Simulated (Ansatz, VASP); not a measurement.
# Two plane-wave programs on Sc3Te

Contents of INCAR:

```
SYSTEM = Sc3Te
  PREC = Accurate
  ENCUT = 520
  EDIFF = 1E-6
  ISMEAR = -1
  SIGMA = 0.05
  LREAL = .FALSE.
  LASPH = .TRUE.
  NELM = 60
  ALGO = Normal
  ISIF = 2
  LWAVE = .FALSE.
  LCHARG = .FALSE.
  GGA = PE
```

KPOINTS

```
Automatic mesh
0
G
  5 5 5
  0 0 0
```

The input POSCAR:

```
Sc3Te
1.0
    0.0000000000      3.5695000000      3.5695000000
    3.5695000000      0.0000000000      3.5695000000
    3.5695000000      3.5695000000      0.0000000000
Sc Te
3 1
Direct
    0.2500000000      0.2500000000      0.2500000000
    0.7500000000      0.7500000000      0.7500000000
    0.5000000000      0.5000000000      0.5000000000
    0.0000000000      0.0000000000      0.0000000000
```

Contents of input.yaml:

```yaml
crystal:
  lattice:
    - [0.0, 3.5695, 3.5695]
    - [3.5695, 0.0, 3.5695]
    - [3.5695, 3.5695, 0.0]
  atoms:
    - { symbol: Sc, position: [0.25, 0.25, 0.25] }
    - { symbol: Sc, position: [0.75, 0.75, 0.75] }
    - { symbol: Sc, position: [0.5, 0.5, 0.5] }
    - { symbol: Te, position: [0.0, 0.0, 0.0] }
hamiltonian:
  xc: pbe
  pseudopotentials: { kind: paw }
kpoints:
  mp_grid: { grid: [5, 5, 5] }
scf:
  occupations: { method: fermi_dirac, width: 0.05 }
output:
  forces: true
  stress: true
  eigenvalues: true
```

Change from the starting cell: strain = 0.0.

Alike in both runs: task single point; functional PBE; k mesh 5 × 5 × 5; occupations fermi-dirac, width 0.05 eV; no spin polarisation.

|  | VASP | Ansatz |
| --- | --- | --- |
| version | VASP 6.6.1 | Ansatz 0.2.0 |
| potentials or method | VASP PAW PBE potentials, release 64 (Sc_sv, Te) | Ansatz PAW |
| plane-wave cutoff (eV) | 520 | 420 |
| valence electrons in the cell | 39 | 49 |

```tsv
	VASP	Ansatz	Ansatz less VASP
gap on the k mesh at the Fermi level (eV)	none	none	-
pressure (GPa)	-0.1	-0.1	-0.07
```

A gap of «none» marks a metal or a gap that the smearing closes. The two sets of potentials don't hold the same shells in valence.

Spin-orbit coupling is left out, which matters for the levels of Te.
